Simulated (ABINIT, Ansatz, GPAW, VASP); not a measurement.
## K2S (Fm-3m, 3 atoms in the cell) computed with different codes at matched settings

Self-consistent single point.

```xyz
3
Lattice="0.0000 3.7365 3.7365 3.7365 0.0000 3.7365 3.7365 3.7365 0.0000" Properties=species:S:1:pos:R:3 pbc="T T T"
K      1.8682     1.8682     1.8682
K      5.6047     5.6047     5.6047
S      0.0000     0.0000     0.0000
```

Shared settings, as Ansatz (a quantum-chemistry and plane-wave program) writes them: kpoints.mp_grid.grid = 6 6 6; scf.occupations.method = fermi_dirac; scf.occupations.width = 0.05 eV. Potentials and cutoffs stand in the table.

| code | model | pressure (GPa) | gap on the mesh (eV) | cutoff |
|---|---|---|---|---|
| GPAW | PBEsol, GPAW PAW datasets PBEsol (made by gpaw-setup) | -1.01 | 2.218 | 600 eV |
| Ansatz | PBEsol, default PAW files made with PBE | -0.98 | 2.216 | 420 eV |
| VASP | PBEsol, VASP's PBE PAW potentials (set 64) | – | 2.216 | 300 eV |
| ABINIT | PBEsol, PAW (JTH v2.0 PBE PAW, files made for PBE) | -0.92 | 2.216 | 21 Ha |

A dash marks a value that a program does not give, or that is left out as unsure.

Gaps are read on the mesh.

The spread over the programs that give each value: pressure within 0.09 GPa; gap on the mesh within 0.002 eV.

Ansatz's pressure is given at a fixed set of plane waves, as the other plane-wave codes print theirs.

VASP's run is marked for a possible Pulay error in its stress at this cutoff; no cutoff test was made.

The starting cell has typed, rounded lattice constants, without a prior relaxation at this level. Its lattice was rescaled by a random factor within 2.5 % of one.

Left out of this page: Quantum ESPRESSO, CP2K, Elk, FLEUR and SIESTA (not drawn, or without a comparable value).

Keys are those of Ansatz 0.2.
